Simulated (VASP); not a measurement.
Method: vdW-DF2, VASP's PBE PAW potentials (set 64) (plane waves; VASP).

A VASP calculation is set up with these files.

File KPOINTS:
```
Automatic mesh
0
Gamma
8 8 8
0 0 0
```

**INCAR**
```
SYSTEM = KF
PREC = Accurate; ENCUT = 520; LREAL = .FALSE.
LASPH = .TRUE.
EDIFF = 1E-7; NELM = 100; ALGO = Normal
ISMEAR = 0; SIGMA = 0.05
GGA = ML; LUSE_VDW = .TRUE.; AGGAC = 0.0
ZAB_VDW = -1.8867
ISIF = 2
LWAVE = .FALSE.; LCHARG = .FALSE.
```

### POSCAR
```
KF
1
    0.0000000000     2.7263941962     2.7263941962
    2.7263941962     0.0000000000     2.7263941962
    2.7263941962     2.7263941962     0.0000000000
K F
1 1
Direct
  0.0000000000   0.0000000000   0.0000000000
  0.5000000000   0.5000000000   0.5000000000
```

POTCAR, in this order: K_sv F (PBE.64 set). Program: vasp_std.

Estimate the energy per atom (σ→0), band gap (on the k-mesh).

* **energy per atom (σ→0)**: -2.477 eV/atom
* **band gap (on the k-mesh)**: 5.61 eV

OSZICAR:
```
...
DAV:   8    -0.495286037167E+01    0.52051E-01   -0.78892E-02   736   0.304E+00    0.200E-01
DAV:   9    -0.495319855620E+01   -0.33818E-03   -0.59656E-03  1096   0.538E-01    0.101E-01
DAV:  10    -0.495312131982E+01    0.77236E-04   -0.26622E-04   772   0.165E-01    0.357E-02
DAV:  11    -0.495308278987E+01    0.38530E-04   -0.11082E-04   708   0.108E-01    0.205E-02
DAV:  12    -0.495307799481E+01    0.47951E-05   -0.12332E-05   872   0.315E-02    0.397E-03
DAV:  13    -0.495307787250E+01    0.12231E-06   -0.11944E-06   868   0.108E-02    0.219E-03
DAV:  14    -0.495307795252E+01   -0.80014E-07   -0.15778E-07   824   0.354E-03
   1 F= -.49530780E+01 E0= -.49530780E+01  d E =-.657599E-18
```

The compound is KF in the rock salt structure. This cell is one point of a volume scan, at 1.03 of the reference volume.
